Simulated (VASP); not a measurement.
Data:

```
CELL_PARAMETERS angstrom
      8.75831     0.00000     0.00000
      0.00000     6.60215     0.00000
      0.00000     0.00000    11.30042
ATOMIC_POSITIONS crystal
  Ba 0.83808 0.25000 0.90611
  Ba 0.16192 0.75000 0.09389
  Ba 0.66192 0.75000 0.40611
  Ba 0.33808 0.25000 0.59389
  Ba 0.01643 0.25000 0.30980
  Ba 0.98357 0.75000 0.69020
  Ba 0.48357 0.75000 0.80980
  Ba 0.51643 0.25000 0.19020
  Si 0.80950 0.56958 0.14677
  Si 0.19050 0.43042 0.85323
  Si 0.69050 0.43042 0.64677
  Si 0.30950 0.56958 0.35323
  Si 0.30950 0.93042 0.35323
  Si 0.69050 0.06958 0.64677
  Si 0.19050 0.06958 0.85323
  Si 0.80950 0.93042 0.14677
  Si 0.30548 0.75000 0.53572
  Si 0.69452 0.25000 0.46428
  Si 0.19452 0.25000 0.03572
  Si 0.80548 0.75000 0.96428
  Si 0.08283 0.75000 0.40747
  Si 0.91717 0.25000 0.59253
  Si 0.41717 0.25000 0.90747
  Si 0.58283 0.75000 0.09253
```

Level of theory: LDA (Ceperley-Alder, Perdew-Zunger), VASP's LDA PAW potentials (set 64) (plane waves; VASP 6.6.1). Run with LREAL = Auto, 400 eV cut-off, 3×4×3 Γ-centred mesh, tetrahedra with Blöchl corrections, potentials Ba_sv Si.

The cores are frozen, which limits the accuracy of field gradients.

**Question.** Give the principal components of the electric field gradient (V/Å²) and the asymmetry η at each nucleus.

**Answer.** 
```
atom    Vxx    Vyy    Vzz     η
----  -----  -----  -----  ----
Ba1   -24.6  -13.9   38.6  0.28
Ba2   -24.6  -13.9   38.6  0.28
Ba3   -24.6  -13.9   38.6  0.28
Ba4   -24.6  -13.9   38.6  0.28
Ba5   -21.4  -11.2   32.5  0.31
Ba6   -21.4  -11.2   32.5  0.31
Ba7   -21.4  -11.2   32.5  0.31
Ba8   -21.4  -11.2   32.5  0.31
Si9    -9.2   -0.2    9.4  0.95
Si10   -9.2   -0.2    9.4  0.95
Si11   -9.2   -0.2    9.4  0.95
Si12   -9.2   -0.2    9.4  0.95
Si13   -9.2   -0.2    9.4  0.95
Si14   -9.2   -0.2    9.4  0.95
Si15   -9.2   -0.2    9.4  0.95
Si16   -9.2   -0.2    9.4  0.95
Si17   -9.0   -3.7   12.6  0.42
Si18   -9.0   -3.7   12.6  0.42
Si19   -9.0   -3.7   12.6  0.42
Si20   -9.0   -3.7   12.6  0.42
Si21   11.5   11.4  -22.9  0.00
Si22   11.5   11.4  -22.9  0.00
Si23   11.5   11.4  -22.9  0.00
Si24   11.5   11.4  -22.9  0.00
```

The structure comes from a computed database's BaSi2 entry (Pnma); how it stands against other phases isn't given here. It was relaxed first, which changed the volume by -8 %.
